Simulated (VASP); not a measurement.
Calculation: PBE GGA, VASP's PBE PAW potentials (set 64) (plane waves; VASP).

VASP input:

### INCAR
```
# general
SYSTEM =Tb
PREC   =Accurate
ENCUT  =300   # plane-wave cut-off (eV)
LREAL  =.False.
LASPH  =.True.

# electronic loop
EDIFF  =1E-6   # SCF stop (eV)
NELM   =100
ALGO   =Normal   # blocked Davidson
LMAXMIX=6   # l cut-off of mixed one-centre charges

# smearing
ISMEAR =-1   # Fermi-Dirac
SIGMA  =0.1   # width (eV)

# functional
GGA    =PE   # PBE

# spin
ISPIN  =2
MAGMOM =4*6.0

# ions
ISIF   =2

# output
LWAVE  =.False.
LCHARG =.False.
LORBIT =11   # lm-projected

# other
LDIPOL =.True.
IDIPOL =3
DIPOL  =0.5 0.5 0.5
```

File POSCAR:
```
Tb
45.27420
  0.0790555769   0.0000000000   0.0000000000
 -0.0395277885   0.0684641363   0.0000000000
  0.0000000000   0.0000000000   0.5000000000
Tb
4
Cart
 -0.0003816408   0.0002547551   0.3455230000
  0.0001947534  -0.0007240082   0.2183040000
  0.0001974808   0.0461726243   0.1545725000
  0.0395171950   0.0227607652   0.2815985000
```

File KPOINTS:
```
Automatic
0
G
  3 3 1
```

POTCAR, in this order: Tb (PBE.64 set). Program: vasp_std.

The resulting files:

### OSZICAR
```
...
DAV:  12    -0.132655007114E+03   -0.16048E+02   -0.98383E+01  1809   0.300E+01    0.510E+02
DAV:  13    -0.731856750568E+02    0.59469E+02   -0.28898E+01  1825   0.178E+01    0.120E+02
DAV:  14    -0.166650849010E+03   -0.93465E+02   -0.52204E+02  1720   0.896E+01    0.516E+02
DAV:  15    -0.141971405774E+03    0.24679E+02   -0.53462E+01  1979   0.270E+01    0.367E+02
DAV:  16    -0.680975747501E+02    0.73874E+02   -0.56679E+01  1695   0.328E+01    0.314E+02
DAV:  17    -0.105591744498E+03   -0.37494E+02   -0.25179E+01  1976   0.200E+01    0.290E+02
DAV:  18    -0.983226818872E+02    0.72691E+01   -0.18691E+01  2063   0.143E+01    0.132E+02
DAV:  19    -0.508120895338E+02    0.47511E+02   -0.70113E+01  1591   0.433E+01    0.282E+02
DAV:  20    -0.509155473738E+02   -0.10346E+00   -0.22682E+01  1965   0.153E+01    0.119E+02
DAV:  21    -0.495634503108E+02    0.13521E+01   -0.43832E+01  1622   0.588E+01    0.977E+01
DAV:  22    -0.442652685434E+02    0.52982E+01   -0.67474E+01  1663   0.529E+01    0.685E+01
DAV:  23    -0.432815016931E+02    0.98377E+00   -0.60960E+00  1878   0.183E+01    0.641E+01
DAV:  24    -0.433076211477E+02   -0.26119E-01   -0.42983E+00  1983   0.923E+00    0.575E+01
DAV:  25    -0.427827190239E+02    0.52490E+00   -0.28505E+00  1837   0.651E+00    0.593E+01
DAV:  26    -0.493492441408E+02   -0.65665E+01   -0.20790E+01  1671   0.239E+01    0.892E+01
DAV:  27    -0.437590529040E+02    0.55902E+01   -0.77158E+00  1677   0.127E+01    0.553E+01
DAV:  28    -0.423117373766E+02    0.14473E+01   -0.95409E-01  1924   0.614E+00    0.492E+01
DAV:  29    -0.404401398740E+02    0.18716E+01   -0.79103E-01  1759   0.780E+00    0.434E+01
DAV:  30    -0.394883148617E+02    0.95183E+00   -0.11906E+00  1724   0.739E+00    0.445E+01
DAV:  31    -0.376825167186E+02    0.18058E+01   -0.57478E+00  1824   0.873E+00    0.347E+01
DAV:  32    -0.369419317782E+02    0.74058E+00   -0.43270E-01  1759   0.438E+00    0.313E+01
DAV:  33    -0.367952295967E+02    0.14670E+00   -0.33916E-01  1878   0.383E+00    0.320E+01
DAV:  34    -0.367664292383E+02    0.28800E-01   -0.85261E-02  1951   0.116E+00    0.323E+01
DAV:  35    -0.364452806333E+02    0.32115E+00   -0.93695E-02  1615   0.185E+00    0.307E+01
DAV:  36    -0.372958947215E+02   -0.85061E+00   -0.14172E+00  1724   0.642E+00    0.367E+01
DAV:  37    -0.365703428622E+02    0.72555E+00   -0.51769E-01  1721   0.536E+00    0.348E+01
DAV:  38    -0.362984519825E+02    0.27189E+00   -0.15783E-01  1628   0.525E+00    0.353E+01
DAV:  39    -0.359529493694E+02    0.34550E+00   -0.35094E-01  1991   0.221E+00    0.340E+01
DAV:  40    -0.360174414174E+02   -0.64492E-01   -0.29048E-02  1951   0.839E-01    0.348E+01
DAV:  41    -0.360065052303E+02    0.10936E-01   -0.12721E-02  1903   0.611E-01    0.348E+01
DAV:  42    -0.359533319828E+02    0.53173E-01   -0.19514E-02  1918   0.643E-01    0.348E+01
DAV:  43    -0.359558193770E+02   -0.24874E-02   -0.24075E-03  1919   0.193E-01    0.348E+01
DAV:  44    -0.359602006121E+02   -0.43812E-02   -0.10158E-03  1759   0.282E-01    0.348E+01
DAV:  45    -0.357305133626E+02    0.22969E+00   -0.21070E-01  1518   0.244E+00    0.322E+01
DAV:  46    -0.357881327119E+02   -0.57619E-01   -0.75224E-02  1810   0.198E+00    0.310E+01
DAV:  47    -0.359247811012E+02   -0.13665E+00   -0.21269E-01  1574   0.258E+00    0.318E+01
DAV:  48    -0.360325108023E+02   -0.10773E+00   -0.14662E-01  1774   0.257E+00    0.324E+01
DAV:  49    -0.361510805052E+02   -0.11857E+00   -0.90069E-01  1654   0.457E+00    0.346E+01
DAV:  50    -0.360897595832E+02    0.61321E-01   -0.69853E-01  1691   0.331E+00    0.354E+01
DAV:  51    -0.409160044637E+02   -0.48262E+01   -0.16934E+01  1566   0.319E+01    0.629E+01
DAV:  52    -0.402059249270E+02    0.71008E+00   -0.14762E+01  1623   0.365E+01    0.492E+01
DAV:  53    -0.419606833972E+02   -0.17548E+01   -0.58687E+00  1653   0.264E+01    0.469E+01
DAV:  54    -0.418489806794E+02    0.11170E+00   -0.16876E+00  1819   0.101E+01    0.441E+01
DAV:  55    -0.424377604831E+02   -0.58878E+00   -0.72213E-01  1990   0.695E+00    0.436E+01
DAV:  56    -0.451521245904E+02   -0.27144E+01   -0.11753E+01  1562   0.302E+01    0.591E+01
DAV:  57    -0.421249628077E+02    0.30272E+01   -0.49673E+00  1762   0.202E+01    0.496E+01
DAV:  58    -0.411128178166E+02    0.10121E+01   -0.12200E+00  1903   0.119E+01    0.454E+01
DAV:  59    -0.396199941150E+02    0.14928E+01   -0.75341E-01  1934   0.807E+00    0.424E+01
DAV:  60    -0.381186501110E+02    0.15013E+01   -0.57291E-01  1860   0.939E+00    0.361E+01
DAV:  61    -0.457225608496E+02   -0.76039E+01   -0.17724E+01  1549   0.288E+01    0.774E+01
DAV:  62    -0.433452657392E+02    0.23773E+01   -0.18799E+00  1756   0.173E+01    0.672E+01
DAV:  63    -0.409212664881E+02    0.24240E+01   -0.54633E+00  1805   0.827E+00    0.485E+01
DAV:  64    -0.386791675176E+02    0.22421E+01   -0.19028E+00  1795   0.783E+00    0.414E+01
DAV:  65    -0.384286307385E+02    0.25054E+00   -0.35603E-01  1704   0.465E+00    0.414E+01
DAV:  66    -0.397977221777E+02   -0.13691E+01   -0.11155E+00  1686   0.939E+00    0.455E+01
DAV:  67    -0.386028179564E+02    0.11949E+01   -0.71014E-01  1737   0.993E+00    0.451E+01
DAV:  68    -0.379020723352E+02    0.70075E+00   -0.25041E-01  1903   0.514E+00    0.431E+01
DAV:  69    -0.369887152348E+02    0.91336E+00   -0.29582E-01  1991   0.561E+00    0.388E+01
DAV:  70    -0.369027654398E+02    0.85950E-01   -0.23395E-01  1855   0.465E+00    0.354E+01
DAV:  71    -0.364277969596E+02    0.47497E+00   -0.12633E+00  1823   0.678E+00    0.278E+01
DAV:  72    -0.370010631530E+02   -0.57327E+00   -0.13949E-01  1906   0.409E+00    0.280E+01
DAV:  73    -0.370381490793E+02   -0.37086E-01   -0.38522E-02  2063   0.140E+00    0.281E+01
DAV:  74    -0.370398280759E+02   -0.16790E-02   -0.11432E-02  1998   0.855E-01    0.281E+01
DAV:  75    -0.370303768548E+02    0.94512E-02   -0.43398E-03  1983   0.419E-01    0.282E+01
DAV:  76    -0.362307264732E+02    0.79965E+00   -0.13892E+00  1438   0.144E+01    0.307E+01
DAV:  77    -0.359177281679E+02    0.31300E+00   -0.94014E-01  1612   0.760E+00    0.379E+01
DAV:  78    -0.358545748651E+02    0.63153E-01   -0.13032E-01  1959   0.204E+00    0.380E+01
DAV:  79    -0.357911301744E+02    0.63445E-01   -0.16105E-02  2096   0.566E-01    0.379E+01
DAV:  80    -0.357390536291E+02    0.52077E-01   -0.17258E-02  2070   0.613E-01    0.389E+01
DAV:  81    -0.359221479792E+02   -0.18309E+00   -0.51254E+00  1629   0.140E+01    0.258E+01
DAV:  82    -0.364270056151E+02   -0.50486E+00   -0.23301E+00  1610   0.163E+01    0.320E+01
DAV:  83    -0.366985968572E+02   -0.27159E+00   -0.40234E-01  1737   0.678E+00    0.318E+01
DAV:  84    -0.367460894520E+02   -0.47493E-01   -0.20108E-01  1852   0.526E+00    0.288E+01
DAV:  85    -0.364882424870E+02    0.25785E+00   -0.53720E-01  1757   0.673E+00    0.237E+01
DAV:  86    -0.382740839871E+02   -0.17858E+01   -0.76075E+00  1532   0.306E+01    0.459E+01
DAV:  87    -0.383034758776E+02   -0.29392E-01   -0.92726E-01  1854   0.849E+00    0.450E+01
DAV:  88    -0.383347090627E+02   -0.31233E-01   -0.49066E-01  1975   0.490E+00    0.424E+01
DAV:  89    -0.380256190937E+02    0.30909E+00   -0.79320E-01  1882   0.530E+00    0.376E+01
DAV:  90    -0.381123131900E+02   -0.86694E-01   -0.42441E-01  1807   0.705E+00    0.376E+01
DAV:  91    -0.375150422017E+02    0.59727E+00   -0.29856E+00  1758   0.944E+00    0.368E+01
DAV:  92    -0.382394019349E+02   -0.72436E+00   -0.70837E+00  1702   0.112E+01    0.405E+01
DAV:  93    -0.382232712217E+02    0.16131E-01   -0.54176E-01  1702   0.758E+00    0.398E+01
DAV:  94    -0.384094975868E+02   -0.18623E+00   -0.12639E-01  1911   0.612E+00    0.399E+01
DAV:  95    -0.385071288992E+02   -0.97631E-01   -0.65500E-02  2015   0.278E+00    0.401E+01
DAV:  96    -0.378569053812E+02    0.65022E+00   -0.13537E+00  1782   0.475E+00    0.375E+01
DAV:  97    -0.378834212808E+02   -0.26516E-01   -0.46419E-02  1951   0.111E+00    0.377E+01
DAV:  98    -0.379316278257E+02   -0.48207E-01   -0.17990E-02  1933   0.691E-01    0.379E+01
DAV:  99    -0.379032546222E+02    0.28373E-01   -0.48948E-03  1870   0.783E-01    0.379E+01
DAV: 100    -0.379950224452E+02   -0.91768E-01   -0.27816E-02  1902   0.106E+00
   1 F= -.37995022E+02 E0= -.37727495E+02  d E =-.535054E+00  mag=    24.6251
```

File OUTCAR:
```
------------------------ aborting loop EDIFF was not reached (unconverged)  ----------------------------
  FORCE on cell =-STRESS in cart. coord.  units (eV):
  Direction    XX          YY          ZZ          XY          YZ          ZX
  --------------------------------------------------------------------------------------
  Total      162.8501507    165.7075065   -101.1913022     -0.0263184      0.1597965     -0.5964165
  in kB     1038.9167347   1057.1454846   -645.5587350     -0.1679004      1.0194357     -3.8048910
  external PRESSURE =     483.5011614 kB  Pullay stress =       0.0000000 kB
  volume of cell :      251.14
      direct lattice vectors                 reciprocal lattice vectors
     3.579178000  0.000000000  0.000000000     0.279393760  0.161308066  0.000000000
    -1.789589000  3.099659000  0.000000000     0.000000000  0.322616133  0.000000000
     0.000000000  0.000000000 22.637100000     0.000000000  0.000000000  0.044175270
 POSITION                                       TOTAL-FORCE (eV/Angst)
 -----------------------------------------------------------------------------------
      3.56190      0.01153     15.64328         0.001776      0.001177     -0.182418
      1.79841      3.06688      9.88354         0.001322      0.037799     -0.235558
      0.00894      2.09043      6.99815        -0.006708     -0.037813     -1.091684
      1.78911      1.03048     12.74915         0.003610     -0.001162      1.509661
 -----------------------------------------------------------------------------------
    total drift:                                0.011536     -0.017220      0.889270
  FREE ENERGIE OF THE ION-ELECTRON SYSTEM (eV)
  ---------------------------------------------------
  free  energy   TOTEN  =       -37.9950224452 eV

  energy  without entropy=      -37.4599685355  energy(sigma->0) =      -37.72749549

 total charge

# of ion       s       p       d       f       tot
--------------------------------------------------
    1        2.084   5.555   0.422  10.727  18.789
    2        2.077   5.556   0.436   7.018  15.087
    3        2.081   5.556   0.387   8.028  16.052
    4        2.079   5.568   0.475   7.998  16.120
--------------------------------------------------
tot          8.322  22.235   1.720  33.772  66.049

 magnetization (x)

# of ion       s       p       d       f       tot
--------------------------------------------------
    1        0.006  -0.033   0.188   3.095   3.256
    2        0.006  -0.027   0.157   6.775   6.912
    3        0.004  -0.037   0.136   5.774   5.877
    4        0.006  -0.014   0.224   5.806   6.022
--------------------------------------------------
tot          0.022  -0.111   0.706  21.451  22.067
```
(Selected blocks of OUTCAR.)

### stdout
```
...
DAV:  99    -0.379032546222E+02    0.28373E-01   -0.48948E-03  1870   0.783E-01    0.379E+01
DAV: 100    -0.379950224452E+02   -0.91768E-01   -0.27816E-02  1902   0.106E+00

 -----------------------------------------------------------------------------
|                                                                             |
|           W    W    AA    RRRRR   N    N  II  N    N   GGGG   !!!           |
|           W    W   A  A   R    R  NN   N  II  NN   N  G    G  !!!           |
|           W    W  A    A  R    R  N N  N  II  N N  N  G       !!!           |
|           W WW W  AAAAAA  RRRRR   N  N N  II  N  N N  G  GGG   !            |
|           WW  WW  A    A  R   R   N   NN  II  N   NN  G    G                |
|           W    W  A    A  R    R  N    N  II  N    N   GGGG   !!!           |
|                                                                             |
|     The minimum charge density times volume of the cell along the axis      |
|     of the dipole correction is larger 1E-1, which could mean that your     |
|     workfunction is not accurate as there is no field free region in        |
|     your cell. Please consider either increasing the size of your cell      |
|     along the dipole correction (vacuum dimension) or perhaps               |
|     increasing the precision of your calculation.                           |
|                                                                             |
 -----------------------------------------------------------------------------

 -----------------------------------------------------------------------------
|                                                                             |
|           W    W    AA    RRRRR   N    N  II  N    N   GGGG   !!!           |
|           W    W   A  A   R    R  NN   N  II  NN   N  G    G  !!!           |
|           W    W  A    A  R    R  N N  N  II  N N  N  G       !!!           |
|           W WW W  AAAAAA  RRRRR   N  N N  II  N  N N  G  GGG   !            |
|           WW  WW  A    A  R   R   N   NN  II  N   NN  G    G                |
|           W    W  A    A  R    R  N    N  II  N    N   GGGG   !!!           |
|                                                                             |
|     The electronic self-consistency was not achieved in the given           |
|     number of steps (NELM). The forces and other quantities evaluated       |
|     might not be reliable so examine the results carefully. If you find     |
|     spurious results, we suggest increasing NELM, if you were close to      |
|     convergence or switching to a different ALGO or adjusting the           |
|     density mixing parameters otherwise.                                    |
|                                                                             |
 -----------------------------------------------------------------------------

   1 F= -.37995022E+02 E0= -.37727495E+02  d E =-.535054E+00  mag=    24.6251
```

The run did not converge; its last values are not results.

At this cut-off the stress carries a Pulay error, which pulls relaxed volumes low. The cell holds a wide vacuum, so values per volume refer to the whole cell.

The cell is a sheet with vacuum, built from a generated structure.
